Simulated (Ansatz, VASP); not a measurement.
## Mo3N4: VASP beside Ansatz

```
Mo N
1.0
     4.15772    0.00000    0.00000
     0.00000    4.15772    0.00000
     0.00000    0.00000    4.15772
Mo N
3 4
Cartesian
  2.0789 2.0789 0.0000
  0.0000 2.0789 2.0789
  2.0789 0.0000 2.0789
  2.0789 2.0789 2.0789
  2.0789 0.0000 0.0000
  0.0000 2.0789 0.0000
  0.0000 0.0000 2.0789
```

Alike in both runs: functional PBEsol; k mesh 8 × 8 × 8; occupations fermi-dirac, width 0.15 eV; no spin polarisation.

Ansatz relaxed the structure, and its values are those at the end. VASP's run is a single point on that final structure, the one shown.

|  | VASP | Ansatz |
| --- | --- | --- |
| version | VASP 6.6.1 | Ansatz 0.2.0 |
| potentials or method | VASP PAW PBE potentials, release 64 (Mo_sv, N) | scalar-relativistic, plane waves, PAW |
| plane-wave cutoff (eV) | 520 | 420 |
| valence electrons in the cell | 62 | 62 |

VASP gave:

* gap on the k mesh at the Fermi level (eV): none
* pressure (GPa): 2.5

Task: Estimate Ansatz's values.

Result: gap on the k mesh at the Fermi level (eV): none; pressure (GPa): 2.0.

A gap of «none» marks a metal or a gap that the smearing closes. The functional is the same, so the differences come from potentials, cutoffs and numerics.

Caveats: the PAW data sets were made with another functional, which shifts forces and pressure a little (VASP).
